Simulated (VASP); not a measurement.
Given:

```
Ge
1.0
    2.80000     0.00000     0.00000
    0.00000     2.80000     0.00000
    0.00000     0.00000     2.80000
Ge
1
Direct
  0.00000   0.00000   0.00000
```

Calculation: r2SCAN meta-GGA, VASP's PBE PAW potentials (set 64) (plane waves; VASP). Run with 400 eV cut-off, 12×12×12 Γ-centred mesh, first-order Methfessel-Paxton smearing of 0.10 eV, potentials Ge_d.

Energy and stress use the plane-wave basis of the starting cell.

Q: The ions, cell shape and volume are relaxed. What does this cell relax into?

A: 
```
Ge
1.0
    2.67171     0.00000     0.00000
    0.00000     2.67171     0.00000
    0.00000     0.00000     2.67171
Ge
1
Direct
  0.00000   0.00000   0.00000
```
Space group Pm-3m (221), at a tolerance of 0.03 Å.

Q: How do energy and volume change from the first to the last step?

A: The energy (σ→0) changes by -80.6 meV/atom and the volume by -13.1 %, in 3 ionic steps.

```
step  E(σ→0) (eV)  max force (eV/Å)  pressure (GPa)  volume (Å³)
----  -----------  ----------------  --------------  -----------
1        -13.4210             0.000           -7.75        21.95
2        -13.5005             0.000            1.45        18.75
3        -13.5016             0.000           -0.05        19.07
```

The structure was generated: Ge was put into the simple-cubic type (Pm-3m), which need not be its known phase. This run relaxes it. Symmetry was kept, so distortions that lower it aren't found.
